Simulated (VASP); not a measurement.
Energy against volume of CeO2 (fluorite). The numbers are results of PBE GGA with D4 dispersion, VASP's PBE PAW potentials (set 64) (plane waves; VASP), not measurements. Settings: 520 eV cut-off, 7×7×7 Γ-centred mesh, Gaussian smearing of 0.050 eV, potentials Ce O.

```json
[
 {"V (Å³/atom)": "12.940", "E (eV/atom)": "-8.98620"},
 {"V (Å³/atom)": "13.340", "E (eV/atom)": "-8.99405"},
 {"V (Å³/atom)": "13.741", "E (eV/atom)": "-8.98837"},
 {"V (Å³/atom)": "14.141", "E (eV/atom)": "-8.97104"}
]
```

Question: Fit these four points and predict the energy of the run at 12.540 Å³/atom.

Answer: A cubic in V^(−2/3), the third-order Birch-Murnaghan form, passes through the four points with V0 = 13.36 Å³/atom and B0 = 179 GPa, and gives -8.9627 eV/atom there. The run gave -8.9622 eV/atom, +0.5 meV/atom from the fit; all five points give B0 = 180 GPa.

The compound is CeO2 in the fluorite structure. It was relaxed first. The run is not spin-polarised, so no magnetic state was tried.
